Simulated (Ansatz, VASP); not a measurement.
# GaN in two plane-wave programs, part 2 of 2

Aim: how closely do two programs agree when they are given the same cell, functional and k mesh? The cell is taken from a series of runs on this material, whose earlier steps may have relaxed, scaled, displaced or heated it; both programs get it as it stands.

VASP 6.6.1 and Ansatz 0.2.0.

So far. Step 2 (VASP: single point, PBE0): The run ends at a pressure of 0.85 GPa, with forces up to 0.15 eV/Å.

## (3) Ansatz: single point, PBE0

Level of this step: Ansatz beside VASP: Kohn-Sham DFT, plane waves, PBE0 (Ansatz).

Ansatz runs on its default PAW (the set named soft_2) files.

The same cell, functional and mesh now go to Ansatz, which takes its cutoff from its data sets.

Contents of input.yaml:

```yaml
crystal:
  lattice:
    - [3.18, 0.0, 0.0]
    - [-1.59, 2.753960784, 0.0]
    - [0.0, 0.0, 5.166]
  atoms:
    - { symbol: Ga, position: [0.3333333333, 0.6666666667, 0.0] }
    - { symbol: Ga, position: [0.6666666667, 0.3333333333, 0.5] }
    - { symbol: "N", position: [0.3333333333, 0.6666666667, 0.375] }
    - { symbol: "N", position: [0.6666666667, 0.3333333333, 0.875] }
kpoints:
  mp_grid: { grid: [6, 6, 4] }
  band_path:
    path:
      - [0.0, 0.0, 0.0]
      - [0.5, 0.0, 0.0]
      - [0.33333333, 0.33333333, 0.0]
      - [0.0, 0.0, 0.5]
      - [0.5, 0.0, 0.5]
      - [0.33333333, 0.33333333, 0.5]
    npoints: 1
hamiltonian:
  xc: pbe0
scf:
  occupations: { method: fixed }
  n_extra_bands: 5
output:
  eigenvalues: true
```

On the command line:

```console
$ ansatz run input.yaml --threads 3 --pin off --max-ram 92160MiB --backend cuda --devices 1 --max-vram 13GiB --events-out ev --progress --plain --runs-dir out
```

Numbers of over 12 decimals in the logs are rounded to 6 here.

The program printed:

```text
scf.n_extra_bands = 5 over 18 filled bands (N_el = 36.0): the run solves 23 bands
GPUs: using 1 of 1 available (devices: 1).
Engine: ansatz 0.2.0, x86_64-unknown-linux-gnu
Pseudopotentials: kind: paw
Pseudopotential: Ga, paw, valence charge 13, recommended cutoff 420 eV (normal), Ga.paw.azcp
Pseudopotential: N, paw, valence charge 5, recommended cutoff 420 eV (normal), N.paw.azcp
Functional definition: PBE0
  parameter a = 0.25
  parameter kappa = 0.804
  parameter beta = 0.066725
  exchange = (1 - a)*pbe_x(kappa = kappa, mu = beta*pi^2/3) + a*exact_x
  correlation = pbe_c(beta = beta)
davidson cushion auto → on  (no smearing: the cushion is to keep the highest requested band from converging to the state above it; pin scf.eigensolver.cushion to override)
device memory: the entry about to start is reckoned to put 0.6 GiB on a device that reports 29.7 GiB free (of which the cap on the GPU budget leaves the run 13.0 GiB)
GPU FFT provider: cuFFT
GPU libraries: cuBLAS 13.8.2, cuFFT 12.4.0, cuSOLVER 12.3.4
Crystal: 4 atoms, lattice volume = 45.242 Å³
Basis set: ecut = 420 eV, 881 PW (Γ)
Bands: 23, of which v1, the nominal top of the filled ones, is band 18 counted from 1 (17 counted from 0)
Symmetry: 12 space group operations
Space group: P63mc (ITA 186), of the structure as read, at distance tolerance 3.6e-5 Å
k-points: 21 of 144 (time reversal used)
Non-local potential: Ga, projectors of the file, l = 0: 2, l = 1: 2, l = 2: 3, l = 3: 1
Non-local potential: N, projectors of the file, l = 0: 2, l = 1: 2, l = 2: 1
PAW form: soft (Blöchl's): semilocal exchange-correlation on the pseudo side does not see the compensation charge
PAW frozen core: Ga, regenerated for the run's functional, and the local potential with it (the file was generated under x = pbe(κ = 0.804, μ = 0.219515), c = pbe(β = 0.066725))
PAW frozen core: N, regenerated for the run's functional, and the local potential with it (the file was generated under x = pbe(κ = 0.804, μ = 0.219515), c = pbe(β = 0.066725))
PAW one-centre angular grid: Ga, 590 points (default); XC on 64 Gauss nodes
PAW one-centre angular grid: N, 110 points (default); XC on 64 Gauss nodes
Initial density: superposition of atomic densities (neutral atoms: chi_scale 0, normalization atom), corrected by the library's trained network
Initial wavefunctions: pseudopotential atomic-orbital guess
GPU buffer pool allocated for 20736 grid points (all kernels)
GPU transforms: local potential and band sums: pruned to the plane-wave sphere, on 24×24×36
Functional: x = pbe(κ = 0.804, μ = 0.219515), c = pbe(β = 0.066725), warm-up for x = 0.75 pbe(κ = 0.804, μ = 0.219515) + 0.25 exact, c = pbe(β = 0.066725)
SCF iter   1: F=—  HF=-8335.797662 eV  |F-HF|=—  |Δ(HF+E_count)|=         —  Δρ=8.84e-4  dr2=1.99e-4  ethr=1.77e-3  ⟨swp⟩=2.0  Hψ=3305  notcnv=0
preconditioner: auto → none  [insulator: Δε(μ)=1.958 eV  Ē_g=17.284 eV  n_scr=22 (ndim 8)  ℏωp=33.1 eV  f_vac=0.008]
SCF iter   2: F=-8335.798056 eV  HF=-8335.797985 eV  |F-HF|=7.08e-5  |Δ(HF+E_count)|=   3.23e-4  Δρ=4.43e-4  dr2=5.20e-5  ethr=5.54e-7  ⟨swp⟩=5.1  Hψ=1857  notcnv=0  defer=1
SCF 1 stopped early in 2 iterations: F = -8335.798056 eV  dr2 = 5.20e-5
  greatest PAW one-centre occupation: 0.995 electrons in one spin orbital (limit 2), on the Ga atom at site 0 (counted from 0), in its partial waves of l = 2
device memory: the entry about to start is reckoned to put 1.3 GiB on a device that reports 29.7 GiB free (of which the cap on the GPU budget leaves the run 13.0 GiB)
GPU FFT provider: cuFFT
GPU libraries: cuBLAS 13.8.2, cuFFT 12.4.0, cuSOLVER 12.3.4
Initial density: handed on by an earlier stage of this run
Initial wavefunctions: those handed on with the density
GPU buffer pool allocated for 20736 grid points (all kernels)
GPU transforms: local potential and band sums: pruned to the plane-wave sphere, on 24×24×36
Functional: x = 0.75 pbe(κ = 0.804, μ = 0.219515) + 0.25 exact, c = pbe(β = 0.066725)
Exchange kernel: α = 0.2500, full range, Wigner–Seitz truncation, v(0) = 11984.6828 eV·Å³, q-mesh 6×6×4, nearest image of the exchange supercell L = 19.08 Å, pair-density grid 18×18×30, without the augmentation charges, whose exchange is taken in its separable form by FFT convolution over the k-point mesh (sized by the pseudopotential files, 20×20×36 at the most), smooth part of the exact exchange by density-matrix convolution in up to 2.41 GiB of GPU memory as planned if the GPU has room (build and FFT work areas not counted)
Frozen-core exchange: fock
SCF iter   1: F=—  HF=-8337.029995 eV  |F-HF|=—  |Δ(HF+E_count)|=         —  Δρ=1.65e-2  dr2=4.86e-2  ethr=1.44e-6  ⟨swp⟩=7.5  Hψ=2631  notcnv=0
preconditioner: auto → none  [insulator: Δε(μ)=3.852 eV  Ē_g=21.192 eV  n_scr=22 (ndim 8)  ℏωp=33.1 eV  f_vac=0.008]
SCF iter   2: F=—  HF=-8337.007767 eV  |F-HF|=—  |Δ(HF+E_count)|=   2.22e-2  Δρ=4.24e-3  dr2=6.18e-3  ethr=1.44e-6  ⟨swp⟩=4.0  Hψ=2036  notcnv=0
SCF iter   3: F=—  HF=-8337.027802 eV  |F-HF|=—  |Δ(HF+E_count)|=   2.00e-2  Δρ=4.41e-3  dr2=3.43e-3  ethr=1.44e-6  ⟨swp⟩=4.0  Hψ=2029  notcnv=0
SCF iter   4: F=—  HF=-8337.027267 eV  |F-HF|=—  |Δ(HF+E_count)|=   5.35e-4  Δρ=1.45e-3  dr2=3.67e-4  ethr=1.44e-6  ⟨swp⟩=3.0  Hψ=1525  notcnv=0
SCF iter   5: F=—  HF=-8337.027713 eV  |F-HF|=—  |Δ(HF+E_count)|=   4.46e-4  Δρ=5.99e-4  dr2=1.09e-4  ethr=8.89e-7  ⟨swp⟩=3.3  Hψ=1176  notcnv=0
iter 6 solved again at ethr=2.51e-8 eV; its pass at ethr=2.83e-7 eV (dr2=9.02e-6 eV) is discarded
SCF iter   6: F=-8337.027674 eV  HF=-8337.027682 eV  |F-HF|=7.50e-6  |Δ(HF+E_count)|=   3.14e-5  Δρ=1.35e-4  dr2=1.61e-5  ethr=2.51e-8  ⟨swp⟩=2.0  Hψ=2593  notcnv=0
SCF 2 stopped early in 6 iterations: F = -8337.027674 eV  dr2 = 1.61e-5
  greatest PAW one-centre occupation: 0.996 electrons in one spin orbital (limit 2), on the Ga atom at site 1 (counted from 0), in its partial waves of l = 2
hybrid outer 1: dexx = +2.254e-2 eV, tail = 8.17e-5 eV
GPU FFT provider: cuFFT
GPU libraries: cuBLAS 13.8.2, cuFFT 12.4.0, cuSOLVER 12.3.4
GPU buffer pool allocated for 20736 grid points (all kernels)
GPU transforms: local potential and band sums: pruned to the plane-wave sphere, on 24×24×36
Exchange kernel: α = 0.2500, full range, Wigner–Seitz truncation, v(0) = 11984.6828 eV·Å³, q-mesh 6×6×4, nearest image of the exchange supercell L = 19.08 Å, pair-density grid 18×18×30, without the augmentation charges, whose exchange is taken in its separable form by FFT convolution over the k-point mesh (sized by the pseudopotential files, 20×20×36 at the most), smooth part of the exact exchange by density-matrix convolution in up to 2.41 GiB of GPU memory as planned if the GPU has room (build and FFT work areas not counted)
Frozen-core exchange: fock
SCF iter   1: F=—  HF=-8337.027130 eV  |F-HF|=—  |Δ(HF+E_count)|=         —  Δρ=4.35e-5  dr2=9.23e-7  ethr=1.14e-6  ⟨swp⟩=3.1  Hψ=1175  notcnv=0
preconditioner: auto → none  [insulator: Δε(μ)=3.926 eV  Ē_g=21.042 eV  n_scr=22 (ndim 8)  ℏωp=33.1 eV  f_vac=0.011]
SCF iter   2: F=—  HF=-8337.027132 eV  |F-HF|=—  |Δ(HF+E_count)|=   2.86e-6  Δρ=2.46e-5  dr2=2.40e-7  ethr=1.97e-9  ⟨swp⟩=4.3  Hψ=1977  notcnv=0
iter 3 solved again at ethr=9.08e-12 eV; its pass at ethr=5.10e-10 eV (dr2=3.27e-9 eV) is discarded
SCF iter   3: F=-8337.027132 eV  HF=-8337.027132 eV  |F-HF|=7.20e-9  |Δ(HF+E_count)|=   6.02e-8  Δρ=5.03e-6  dr2=1.54e-8  ethr=9.08e-12  ⟨swp⟩=4.0  Hψ=2676  notcnv=0
SCF 3 converged in 3 iterations: F = -8337.027132 eV  dr2 = 1.54e-8
hybrid outer 2: dexx = +1.305e-6 eV, tail = 6.53e-8 eV, Δε = 4.14e-3 eV (about 1.49e-4 eV left of the loop's levels)
device memory: the entry about to start is reckoned to put 0.4 GiB on a device that reports 29.2 GiB free (of which the cap on the GPU budget leaves the run 13.0 GiB)
NSCF: frozen V_eff on 6 k-points
hybrid SCF converged: 2 outer / 9 inner (+2 warm-up), last move |dexx| = 1.31e-6 eV, tail = 6.53e-8 eV
Stability not checked: this state was not tested for a lower state beside it, because the functional holds exact exchange (a hybrid, or Hartree-Fock), whose exchange loop this test does not read (fock_operator; see scf.lower_state_search)
Free energy (F): -8337.027132 eV
Frozen-core exchange: fock
Harris-Foulkes:  -8337.027132 eV  (|F-HF|=7.20e-9)
Internal energy: -8337.027132 eV  (E = F + TS)
E sigma→0 (E₀):  -8337.027132 eV
Fermi energy:    8.644341 eV
--- Per-component energies (eV) ---
  E_band       = -102.423279
  E_kinetic    = 494.490979
  E_local      = -3896.194018  (includes V_loc(G=0)·N_el)
  E_nonlocal   = 950.524259
  E_hartree    = 1801.486805
  E_xc         = -198.567315
  E_vxc        = -207.092992  (∫ρ·V_xc dr)
  E_exx        = -139.075011  (= α·E_x^exact, valence–valence)
  E_paw        = -4165.945979  (= ΣΔE_a)
  E_vpaw       = -768.975825  (= ΣTr[D̂ρ^β])
  E_aug_tail   = 0.000049  (compensation charges beyond the density's cutoff)
  E_ewald      = -3183.826728
  E_core_change = 0.079827  (= ΣΔE_core)
  E_smearing   = -0.000000  (= −TS)
  E_closure    = -0.000000  (closes the sum)
  Σ components = -8337.027132   (vs F -8337.027132, Δ=0.00e0)
--- Band table (eV; the first three rows and the last of 21) ---
  k-point 0: bands = [... 14 lower, 7.4854, 8.5898, 8.6443, 8.6443, 12.5707, 15.1089, 20.4238, 20.9039, ... 1 higher]
  k-point 1: bands = [... 14 lower, 7.6459, 7.6459, 8.4644, 8.4644, 13.7857, 15.2230, 19.9717, 20.6331, ... 1 higher]
  k-point 2: bands = [... 14 lower, 8.0462, 8.0462, 8.0462, 8.0462, 15.0822, 15.0822, 19.5472, 19.5472, ... 1 higher]
  k-point 20: bands = [... 14 lower, 4.0555, 4.0555, 7.0181, 7.0181, 17.3523, 17.3523, 18.1128, 18.1128, ... 1 higher]
```

## (4) Differences

Known differences besides the potentials themselves: exact exchange at q = 0 is treated differently, which shows on coarse meshes; VASP keeps PBE cores, Ansatz makes them for the functional; fixed occupations in Ansatz, narrow Gaussian smearing in VASP; the cutoff is 420 eV in Ansatz and 520 eV in VASP; VASP takes a coarser grid for exact exchange (PRECFOCK = Fast). Total energies have different zeros and are not compared.

Compared:

| quantity | Ansatz | VASP | difference |
| --- | --- | --- | --- |
| gap on the k mesh (eV) | 3.926 | 3.967 | -0.041 |

A gap on the mesh is an upper bound, since the band edges may lie between its points.

## (5) Outcome

```yaml
difference_in_gap_on_the_k_mesh_single_point_pbe0: -0.041 eV
```

What this shows: The difference in gap on the k mesh is -0.041 eV (single point, PBE0), within the 0.08 eV picked in this series as the mark of a large difference. Such differences can come from data sets, numerical settings and the points named under the comparisons, not from the functional's error against experiment.

[Lines on the potential files, build, host, timing and source positions are cut from VASP's logs without a mark.]

[Logs are printed without paths, hosts, clocks, repeated set-up lines and the standing remarks that a program may print on its own settings, such as how far it seeks lower states.]

[Hosts, paths, dates, database ids (printed as entryN), source tags and the programs' standing remarks are cut or masked in the printed files.]
